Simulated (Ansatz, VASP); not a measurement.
**Te2AsP: VASP beside Ansatz**

One calculation is typed for both programs; each brings its own data sets and cutoff. How far apart do they land? The cell is invented: As first built, before any earlier steps moved the atoms (in the runner's words): it takes the TeAs structure with some of its atoms replaced by other elements, volume scaled by an estimate. It may not be a known or stable phase. The cell is taken from a series of VASP runs on this material, whose earlier steps may have relaxed, scaled or displaced it; both programs get it as it stands.

Calculated with Ansatz 0.2.0; plane waves, with VASP 6.6.1 beside it; single point at PBEsol and band structure at PBEsol, spin-orbit coupling.

**1. The structure**

It takes space group R-3m (No. 166, trigonal). Conventional cell: a = 4.076 Å, b = 4.076 Å, c = 19.695 Å, α = 90.00°, β = 90.00°, γ = 120.00°. Nearest to Te lie 3 P at 2.83 Å and 3 As at 2.91 Å. As has 6 Te at 2.91 Å nearest. Nearest to P lie 6 Te at 2.83 Å. As first built, before any earlier steps moved the atoms (in the runner's words): sites of the TeAs structure (space group 225) filled with other elements, volume scaled by an estimate. Farther neighbours and most contacts between anions are not listed.

As a file:

```xyz
4
Lattice="2.0379 1.1766 6.5651 -2.0379 1.1766 6.5651 0.0000 -2.3532 6.5651" Properties=species:S:1:pos:R:3 pbc="T T T"
Te    0.0000    0.0000   14.8369
Te    0.0000    0.0000    4.8583
As    0.0000    0.0000    0.0000
P     0.0000    0.0000    9.8476
```

**2. VASP: single point, PBEsol**

A single point gives forces, pressure and levels at one fixed geometry, so differences don't come from the geometry; what else differs is listed under the comparison.

Lines of VASP's logs that name or quote its potential files are left out, and so is its time.

INCAR reads:

```
SYSTEM = Te2AsP
PREC = Accurate
ENCUT = 400
EDIFF = 1E-06
NELM = 100
ISMEAR = -5
SIGMA = 0.05
LREAL = .FALSE.
ALGO = Normal
GGA = PS
NBANDS = 25
LORBIT = 11
LWAVE = .FALSE.
LCHARG = .FALSE.
KPAR = 2
NEDOS = 2001
```

POSCAR reads:

```
Te2AsP
1.0
    2.0379376299      1.1766042046      6.5650566586
   -2.0379376299      1.1766042046      6.5650566586
    0.0000000000     -2.3532074751      6.5650566656
Te As P
2 1 1
Direct
    0.7533256786      0.7533256786      0.7533256786
    0.2466743214      0.2466743214      0.2466743214
    0.0000000000      0.0000000000      0.0000000000
    0.5000000000      0.5000000000      0.5000000000
```

KPOINTS reads:

```
Automatic mesh
0
Gamma
10 10 10
0 0 0
```

The projector-augmented-wave data sets are Te, As and P (PBE family, release 64).

The run is started by

```sh
mpirun -np 2 vasp_std
```

Numbers of over 12 decimals in the logs are rounded to 6 here.

Log:

```text
[banner, memory and clock lines left out]
running    2 mpi-ranks, on    1 nodes
 distrk:  each k-point on    1 cores,    2 groups
 distr:  one band on    1 cores,    1 groups

 POSCAR found type information on POSCAR TeAsP
 POSCAR found :  3 types and       4 ions
|                                                                             |
|               ----> ADVICE to this user running VASP <----                  |
|                                                                             |
|     You enforced a specific xc type in the INCAR file but a different       |
|     [... a line on the potential file left out ...]
|     I HOPE YOU KNOW WHAT YOU ARE DOING!                                     |
|                                                                             |

 LDA part: xc-table for (Slater+PW92), standard interpolation
 POSCAR, INCAR and KPOINTS ok, starting setup
 FFT: planning ... GRIDC
 FFT: planning ... GRID_SOFT
 FFT: planning ... GRID
 WAVECAR not read
 entering main loop
       N       E                     dE             d eps       ncg     rms          rms(c)
DAV:   1     0.588544271980E+02    0.58854E+02   -0.71924E+03  5800   0.597E+02
DAV:   2    -0.135670871736E+02   -0.72422E+02   -0.69550E+02  7510   0.115E+02
DAV:   3    -0.173947946338E+02   -0.38277E+01   -0.37906E+01  7380   0.249E+01
DAV:   4    -0.174396329784E+02   -0.44838E-01   -0.44808E-01  7005   0.326E+00
DAV:   5    -0.174405487284E+02   -0.91575E-03   -0.91485E-03  7468   0.476E-01    0.131E+01
DAV:   6    -0.173450126767E+02    0.95536E-01   -0.15686E-01  6808   0.159E+00    0.766E+00
DAV:   7    -0.173443432681E+02    0.66941E-03   -0.67930E-02  7070   0.943E-01    0.164E+00
DAV:   8    -0.173419003583E+02    0.24429E-02   -0.10349E-02  6438   0.441E-01    0.511E-01
DAV:   9    -0.173418763668E+02    0.23991E-04   -0.16487E-03  7213   0.155E-01    0.218E-01
DAV:  10    -0.173418512903E+02    0.25077E-04   -0.98731E-05  7041   0.491E-02    0.409E-02
DAV:  11    -0.173418482754E+02    0.30148E-05   -0.64347E-06  7244   0.121E-02    0.166E-02
DAV:  12    -0.173418477098E+02    0.56558E-06   -0.24909E-06  6113   0.617E-03
   1 F= -.17341848E+02 E0= -.17341848E+02  d E =0.000000E+00
|                                                                             |
|           W    W    AA    RRRRR   N    N  II  N    N   GGGG   !!!           |
|           W    W   A  A   R    R  NN   N  II  NN   N  G    G  !!!           |
|           W    W  A    A  R    R  N N  N  II  N N  N  G       !!!           |
|           W WW W  AAAAAA  RRRRR   N  N N  II  N  N N  G  GGG   !            |
|           WW  WW  A    A  R   R   N   NN  II  N   NN  G    G                |
|           W    W  A    A  R    R  N    N  II  N    N   GGGG   !!!           |
|                                                                             |
|     Tetrahedron method does not include variations of the Fermi             |
|     occupations, so forces and stress will be inaccurate. We suggest        |
|     using a different smearing scheme ISMEAR = 1 or 2 for metals in         |
|     relaxations.                                                            |
|                                                                             |
```

From OUTCAR (step 2):

```text
ion  position               nearest neighbor table
   1  0.753  0.753  0.753-   4 2.83   4 2.83   4 2.83   3 2.91   3 2.91   3 2.91
   2  0.247  0.247  0.247-   4 2.83   4 2.83   4 2.83   3 2.91   3 2.91   3 2.91
   3  0.000  0.000  0.000-   1 2.91   2 2.91   1 2.91   1 2.91   2 2.91   2 2.91
   4  0.500  0.500  0.500-   2 2.83   1 2.83   2 2.83   2 2.83   1 2.83   1 2.83

  LATTYP: Found a trigonal (rhomboedric) cell.
 ALAT       =     6.9740631033
 COS(alpha) =     0.8292187984

 Subroutine GETGRP returns: Found 12 space group operations
 (whereof 12 operations were pure point group operations)

The static configuration has the point symmetry D_3d.

 Found    116 irreducible k-points:

   k-points           NKPTS =    116   k-points in BZ     NKDIM =    116   number of bands    NBANDS=     25

   dimension x,y,z NGX =    48 NGY =   48 NGZ =   48
   dimension x,y,z NGXF=    96 NGYF=   96 NGZF=   96

   ENCUT  =  400.0 eV  29.40 Ry    5.42 a.u.  11.37 11.37 11.37*2*pi/ulx,y,z

   NELECT =      22.0000    total number of electrons

 k-points in reciprocal lattice and weights: Automatic mesh
   0.00000000  0.00000000  0.00000000       0.001
   0.10000000  0.00000000  0.00000000       0.006
   0.20000000  0.00000000  0.00000000       0.006
   0.30000000  0.00000000  0.00000000       0.006
   0.40000000  0.00000000  0.00000000       0.006
   0.50000000  0.00000000  0.00000000       0.003
   0.10000000  0.10000000  0.00000000       0.006
   0.20000000  0.10000000  0.00000000       0.012
   0.30000000  0.10000000  0.00000000       0.012
[...]
-0.40000000  0.50000000  0.40000000       0.006
   0.50000000  0.50000000  0.50000000       0.001

 average (electrostatic) potential at core
       1 -87.5723       2 -87.5723       3 -47.4385       4 -81.6968

 E-fermi :   7.4896

 k-point     1 :       0.0000    0.0000    0.0000
  band No.  band energies     occupation
    ...
      9       5.6117      2.00000
     10       6.0198      2.00000
     11       6.0198      2.00000
     12       6.2698      2.29221
     13       6.9260      1.20208
     14       9.9865      0.00000
     15      10.0480      0.00000
     16      10.0480      0.00000
     17      12.0854      0.00000
     18      12.0854      0.00000
    ...

 k-point     2 :       0.1000    0.0000    0.0000
  band No.  band energies     occupation
    ...
      8       5.0066      2.00000
      9       5.2280      2.00000
     10       5.4322      2.00000
     11       6.7731      2.00716
     12       7.3931      1.04152
     13       8.3800     -0.04816
     14       8.9627      0.00000
     15       9.9698      0.00000
     16       9.9712      0.00000
     17      11.8459      0.00000
    ...

 k-point     3 :       0.2000    0.0000    0.0000
  band No.  band energies     occupation
    ...
      7       4.4439      2.00000
      8       4.4560      2.00000
      9       4.7030      2.00000
     10       6.4734      2.00000
     11       7.0860      1.98342
     12       7.7249      0.00732
     13       8.4184      0.00000
     14       9.8005      0.00000
     15       9.8918      0.00000
     16      10.5782      0.00000
    ...

  Total        0.0323918      0.0323918     -0.0420517      0.0000000     -0.0000000      0.0000000
  in kB        0.5494591      0.5494592     -0.7133181      0.0000000     -0.0000000      0.0000000
  external PRESSURE =       0.1285334 kB  Pullay stress =       0.0000000 kB

  energy-cutoff  :      400.00
  volume of cell :       94.45
      direct lattice vectors                 reciprocal lattice vectors
     2.037937630  1.176604205  6.565056659     0.245346076  0.141650616  0.050773863
    -2.037937630  1.176604205  6.565056659    -0.245346076  0.141650616  0.050773863
     0.000000000 -2.353207475  6.565056666     0.000000000 -0.283301233  0.050773883

 POSITION                                       TOTAL-FORCE (eV/Angst)
 -----------------------------------------------------------------------------------
      0.00000      0.00000     14.83688         0.000000      0.000000      0.010312
      0.00000      0.00000      4.85829         0.000000     -0.000000     -0.010312
      0.00000      0.00000      0.00000         0.000000     -0.000000      0.000000
      0.00000      0.00000      9.84758        -0.000000     -0.000000      0.000000
 -----------------------------------------------------------------------------------
    total drift:                                0.000000      0.000000     -0.000000

  FREE ENERGIE OF THE ION-ELECTRON SYSTEM (eV)
  ---------------------------------------------------
  free  energy   TOTEN  =       -17.3418477098 eV

  energy  without entropy=      -17.3418477098  energy(sigma->0) =      -17.34184771

 total charge
# of ion       s       p       d       tot
------------------------------------------
    1        1.425   1.790   0.074   3.288
    2        1.425   1.790   0.074   3.288
    3        1.329   1.294   0.044   2.668
    4        1.144   1.216   0.000   2.361
--------------------------------------------------
tot          5.323   6.089   0.192  11.604

[... 3 further parts left out ...]
```

With tetrahedra the forces and stress of a metal are not exact derivatives of the energy.

**3. Ansatz: single point, PBEsol**

Ansatz runs on its default PAW (the set named soft_2) files.

The same cell, functional, mesh and smearing now go to Ansatz, which takes its cutoff from its data sets.

input.yaml reads:

```yaml
crystal:
  lattice:
    - [2.0379376299, 1.1766042046, 6.5650566586]
    - [-2.0379376299, 1.1766042046, 6.5650566586]
    - [0.0, -2.3532074751, 6.5650566656]
  atoms:
    - { symbol: Te, position: [0.7533256786, 0.7533256786, 0.7533256786] }
    - { symbol: Te, position: [0.2466743214, 0.2466743214, 0.2466743214] }
    - { symbol: As, position: [0.0, 0.0, 0.0] }
    - { symbol: P, position: [0.5, 0.5, 0.5] }
hamiltonian:
  xc: pbesol
  pseudopotentials: { kind: paw }
kpoints:
  mp_grid: { grid: [10, 10, 10] }
scf:
  occupations: { method: tetrahedron }
output:
  forces: true
  stress: true
```

The run is started by

```sh
ansatz run input.yaml --threads 2 --pin off --max-ram 4608MiB --backend cpu --events-out ev --progress --plain --runs-dir out
```

Log:

```text
Warning: output.forces, output.stress, relax.cell or npt_langevin: where a Kohn–Sham band that disperses or a degenerate level is filled in part under the method tetrahedron, the forces or the stress that this run publishes need not agree with its energy (scf.occupations.method in the input reference, under Limitations); prefer a smearing scheme for the forces or the stress
basis.fft_grid_basis auto: the FFT boxes are laid along the combinations [[1, 0, -1], [0, 1, -1], [0, 0, 1]] of the cell's own vectors, 4.076, 4.076 and 6.974 Å long. The dense box has 30×30×48 points. Along the cell's own vectors, as sized, it would have 48×48×48, 2.56 times as many. Of the 12 symmetry operations that the crystal satisfies within crystal.symmetry.tolerance (time reversal apart; of a slab, those that [...]
Engine: ansatz 0.2.0, aarch64-unknown-linux-gnu
Pseudopotentials: kind: paw
Pseudopotential: Te, paw, valence charge 16, recommended cutoff 420 eV (normal), Te.paw.azcp
Pseudopotential: As, paw, valence charge 15, recommended cutoff 420 eV (normal), As.paw.azcp
Pseudopotential: P, paw, valence charge 5, recommended cutoff 420 eV (normal), P.paw.azcp
Functional definition: PBEsol
  exchange = pbesol_x
  correlation = pbesol_c
Crystal: 4 atoms, lattice volume = 94.452 Å³
Basis set: ecut = 420 eV, 1845 PW (Γ), FFT grids on a1−a3, a2−a3, a3, exchange–correlation on 60×60×96 points (8 copies of the dense FFT grid, shifted against one another)
Bands: 32, of which v1, the nominal top of the filled ones, is band 26 counted from 1 (25 counted from 0)
Symmetry: 12 space group operations
Space group: R-3m (ITA 166), of the structure as read, at distance tolerance 4.6e-5 Å
k-points: 116 of 1000
Non-local potential: Te, projectors of the file, l = 0: 2, l = 1: 2, l = 2: 2, l = 3: 2
Non-local potential: As, projectors of the file, l = 0: 2, l = 1: 2, l = 2: 3, l = 3: 1
Non-local potential: P, projectors of the file, l = 0: 2, l = 1: 2, l = 2: 2
PAW form: soft (Blöchl's): semilocal exchange-correlation on the pseudo side does not see the compensation charge
PAW frozen core: Te, regenerated for the run's functional, and the local potential with it (the file was generated under x = pbe(κ = 0.804, μ = 0.219515), c = pbe(β = 0.066725))
PAW frozen core: As, regenerated for the run's functional, and the local potential with it (the file was generated under x = pbe(κ = 0.804, μ = 0.219515), c = pbe(β = 0.066725))
PAW frozen core: P, regenerated for the run's functional, and the local potential with it (the file was generated under x = pbe(κ = 0.804, μ = 0.219515), c = pbe(β = 0.066725))
PAW one-centre angular grid: Te, 590 points (default); XC on 64 Gauss nodes
PAW one-centre angular grid: As, 590 points (default); XC on 64 Gauss nodes
PAW one-centre angular grid: P, 110 points (default); XC on 64 Gauss nodes
Initial density: superposition of atomic densities (neutral atoms: chi_scale 0, normalization atom), corrected by the library's trained network
Initial wavefunctions: pseudopotential atomic-orbital guess
Functional: x = pbesol(κ = 0.804, μ = 0.123457), c = pbesol(β = 0.046)
SCF iter   1: F=—  HF=-19355.507991 eV  |F-HF|=—  |Δ(HF+E_count)|=         —  Δρ=1.36e-3  dr2=1.29e-3  ethr=1.77e-3  ⟨swp⟩=8.2  Hψ=17831  notcnv=0
preconditioner: auto → Kerker (q_TF=auto, 2.470 Å⁻¹)  [metal: no gap  n_scr=28 (ndim 8)  ℏωp=17.9 eV  f_vac=0.000]
SCF iter   2: F=—  HF=-19355.504533 eV  |F-HF|=—  |Δ(HF+E_count)|=   3.46e-3  Δρ=9.67e-4  dr2=7.23e-4  ethr=2.49e-6  ⟨swp⟩=3.4  Hψ=9628  notcnv=0  defer=68
SCF iter   3: F=—  HF=-19355.504620 eV  |F-HF|=—  |Δ(HF+E_count)|=   8.68e-5  Δρ=3.46e-4  dr2=1.51e-4  ethr=1.39e-6  ⟨swp⟩=3.1  Hψ=7771  notcnv=0  defer=68
SCF iter   4: F=—  HF=-19355.504472 eV  |F-HF|=—  |Δ(HF+E_count)|=   1.48e-4  Δρ=1.32e-4  dr2=4.45e-5  ethr=2.91e-7  ⟨swp⟩=3.0  Hψ=7708  notcnv=0  defer=68
SCF iter   5: F=—  HF=-19355.504460 eV  |F-HF|=—  |Δ(HF+E_count)|=   1.15e-5  Δρ=1.30e-4  dr2=1.67e-5  ethr=8.55e-8  ⟨swp⟩=3.1  Hψ=7770  notcnv=0  defer=68
SCF iter   6: F=—  HF=-19355.504453 eV  |F-HF|=—  |Δ(HF+E_count)|=   7.61e-6  Δρ=3.78e-5  dr2=2.61e-6  ethr=3.22e-8  ⟨swp⟩=3.0  Hψ=7564  notcnv=0  defer=68
SCF iter   7: F=—  HF=-19355.504453 eV  |F-HF|=—  |Δ(HF+E_count)|=   7.75e-7  Δρ=8.37e-6  dr2=1.45e-7  ethr=5.02e-9  ⟨swp⟩=3.0  Hψ=7723  notcnv=0  defer=68
SCF iter   8: F=-19355.504453 eV  HF=-19355.504453 eV  |F-HF|=2.19e-9  |Δ(HF+E_count)|=   1.20e-7  Δρ=2.03e-6  dr2=4.86e-9  ethr=1.92e-10  ⟨swp⟩=6.2  Hψ=13484  notcnv=0
SCF 1 converged in 8 iterations: F = -19355.504453 eV  dr2 = 4.86e-9
  greatest PAW one-centre occupation: 0.999 electrons in one spin orbital (limit 2), on the As atom at site 2 (counted from 0), in its partial waves of l = 2
SCF converged after 8 iterations
Stability not checked: this state was not tested for a lower state beside it, because cold or Methfessel-Paxton smearing, or corrected tetrahedra, fill the levels in a way that the test cannot read (fill_not_monotonic; see scf.lower_state_search)
Free energy (F): -19355.504453 eV
Harris-Foulkes:  -19355.504453 eV  (|F-HF|=2.19e-9)
Internal energy: -19355.504457 eV  (E = F + TS)
E sigma→0 (E₀):  -19355.504453 eV
Entropy (-TS):   0.000004 eV (0.001 meV/atom)
Fermi energy:    10.923889 eV
--- Per-component energies (eV) ---
  E_band       = -678.524366
  E_kinetic    = 533.568575
  E_local      = -4143.628017  (includes V_loc(G=0)·N_el)
  E_nonlocal   = -1250.642233
  E_hartree    = 2532.870553
  E_xc         = -386.814475
  E_vxc        = -348.749372  (∫ρ·V_xc dr)
  E_paw        = -11515.164467  (= ΣΔE_a)
  E_vpaw       = -534.813797  (= ΣTr[D̂ρ^β])
  E_aug_tail   = -0.000396  (compensation charges beyond the density's cutoff)
  E_ewald      = -5127.456152
  E_core_change = 1.762155  (= ΣΔE_core)
  E_smearing   = 0.000004  (= −TS)
  E_closure    = 0.000000  (closes the sum)
  Σ components = -19355.504453   (vs F -19355.504453, Δ=0.00e0)
--- Forces (eV/Å), atoms counted from 1 ---
  atom   1  Te     0.00000000     0.00000000     0.00549263
  atom   2  Te     0.00000000    -0.00000000    -0.00549263
  atom   3  As     0.00000000     0.00000000     0.00000000
  atom   4  P      0.00000000    -0.00000000    -0.00000000
  max |Σ_I F_I| component: 8.67e-19 eV/Å
--- Stress (GPa, compression-positive) ---
       -0.051264       0.000000      -0.000000
        0.000000      -0.051264      -0.000000
        0.000000      -0.000000      -0.165122
  P = ⅓ Tr σ = -0.0892 GPa (-0.892 kbar)
--- Band table (eV; the first three rows and the last of 116) ---
  k-point 0: bands = [... 22 lower, 9.0470, 9.0470, 9.4573, 9.4573, 9.7029, 10.3595, 13.4171, 13.4784, ... 2 higher]
  k-point 1: bands = [... 22 lower, 8.4435, 8.6625, 8.8680, 10.2086, 10.8264, 11.8133, 12.3962, 13.4010, ... 2 higher]
  k-point 2: bands = [... 22 lower, 7.8930, 8.1389, 9.9057, 10.5219, 11.1592, 11.8505, 13.2330, 13.3229, ... 2 higher]
  k-point 115: bands = [... 22 lower, 8.4082, 9.0014, 9.2422, 11.3293, 11.3293, 11.3916, 11.3916, 11.6634, ... 2 higher]
```

The job ended after 11 s (2 threads of Arm Neoverse V1, shared host; peak memory 0.54 GiB; 22 s of CPU time).

The run ends at a pressure of -0.09 GPa, with forces up to 0.0055 eV/Å.

**4. Differences**

Known differences besides the potentials themselves: the data sets hold 52 valence electrons in Ansatz (default PAW (the set named soft_2) files) and 22 in VASP; the cutoff is 420 eV in Ansatz and 400 eV in VASP; Ansatz makes its cores anew for this functional, VASP keeps those of its PBE data sets; VASP leaves aspherical gradient terms in its spheres out (LASPH is not set), Ansatz keeps them. Total energies have different zeros and are not compared.

Compared:

| quantity | Ansatz | VASP | difference |
| --- | --- | --- | --- |
| pressure (GPa) | -0.09 | 0.01 | -0.10 |

At this near-relaxed geometry the largest component of a force difference is 5 meV/Å. Ansatz's pressure holds a Pulay correction of 0.03 GPa; VASP's holds none.

(Continued in part 2 of 2.)

[Lines on the potential files, build, host, timing and source positions are cut from VASP's logs without a mark.]

[Logs are printed without paths, hosts, clocks, repeated set-up lines and the standing remarks that a program may print on its own settings, such as how far it seeks lower states.]

[Hosts, paths, dates, database ids (printed as entryN), source tags and the programs' standing remarks are cut or masked in the printed files.]
